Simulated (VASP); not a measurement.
Given:

```
CELL_PARAMETERS angstrom
      6.19808     0.00000     0.00000
      0.00000     6.19808     0.00000
      0.00000     0.00000     6.19808
ATOMIC_POSITIONS crystal
  Li 0.00000 0.00000 0.00000
  Cl 0.50000 0.50000 0.50000
  Cl 0.00000 0.00000 0.50000
  Cl 0.00000 0.50000 0.00000
  Cl 0.50000 0.00000 0.00000
  K  0.50000 0.50000 0.00000
  K  0.50000 0.00000 0.50000
  K  0.00000 0.50000 0.50000
```

Method: PBE GGA, VASP's PBE PAW potentials (set 64) (plane waves; VASP 6.6.1). Settings: 500 eV cut-off, Gaussian smearing of 0.050 eV, potentials Li_sv Cl K_sv.

**Question.** Predict the band gap (along the path) with the smallest direct gap where there is one.

**Answer.** 
```json
{
 "band gap (along the path)": "4.69 eV",
 "smallest direct gap (along the path)": "4.69 eV"
}
```

The absolute energy has meaning only against runs of the same code, potentials and settings.

The structure was generated: K3LiCl4 was put into an ordered model structure (Pm-3m), which need not be its known phase. It was relaxed first, which changed the volume by +10 %.
